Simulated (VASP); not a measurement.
All values below come from PBE GGA, VASP's PBE PAW potentials (set 64) (plane waves; VASP 6.6.1).

VASP input:

KPOINTS:
```
Automatic mesh
0
Gamma
6 6 3
0 0 0
```

**POSCAR**
```
CdS
1
    4.2061685040     0.0000000000     0.0000000000
   -2.1030842520     3.6426484235     0.0000000000
    0.0000000000     0.0000000000     6.8350667667
Cd S
2 2
Direct
  0.6666670000   0.3333330000   0.5002661143
  0.3333330000   0.6666670000   0.0002661143
  0.6666670000   0.3333330000   0.8767338857
  0.3333330000   0.6666670000   0.3767338857
```

### INCAR
```
LASPH = .TRUE.   ! aspherical one-centre terms
PREC = Accurate
LCHARG = .FALSE.
EDIFFG = -0.02   ! ionic stop
SYSTEM = CdS
IBRION = 2
ALGO = Normal   ! blocked Davidson
NELM = 100   ! most electronic steps
ENCUT = 480   ! plane-wave cut-off (eV)
EDIFF = 1E-6
SIGMA = 0.05   ! width (eV)
GGA = PE   ! PBE
ISMEAR = 0   ! Gaussian
LMAXMIX = 4
LWAVE = .FALSE.
NSW = 60   ! most ionic steps
ISIF = 3   ! ions, shape and volume
LREAL = .FALSE.   ! projection in real space or not
```

POTCAR, in this order: Cd S (PBE.64 set). Program: vasp_std.

**Question.** Estimate the energy per atom (σ→0), band gap (on the k-mesh).

**Answer.** 
| Property | Result |
|---|---|
| energy per atom (σ→0) | -3.074 eV/atom |
| band gap (on the k-mesh) | 1.10 eV |

**OSZICAR**
```
...
DAV:   9    -0.122956118885E+02    0.21514E-02   -0.21726E-02   806   0.185E+00    0.150E-01
DAV:  10    -0.122958676272E+02   -0.25574E-03   -0.16054E-03   718   0.404E-01    0.114E-01
DAV:  11    -0.122959779301E+02   -0.11030E-03   -0.21340E-04   756   0.107E-01    0.107E-01
DAV:  12    -0.122960264053E+02   -0.48475E-04   -0.20109E-04   682   0.790E-02    0.229E-02
DAV:  13    -0.122960252378E+02    0.11675E-05   -0.14764E-05   760   0.292E-02    0.576E-03
DAV:  14    -0.122960264449E+02   -0.12071E-05   -0.17765E-06   546   0.825E-03    0.908E-03
DAV:  15    -0.122960258514E+02    0.59353E-06   -0.11548E-06   540   0.711E-03
   1 F= -.12296026E+02 E0= -.12296026E+02  d E =-.122960E+02
```

The structure comes from a computed database's CdS entry (P6_3mc); how it stands against other phases isn't given here. It was relaxed first. The start is the result of an earlier pass.
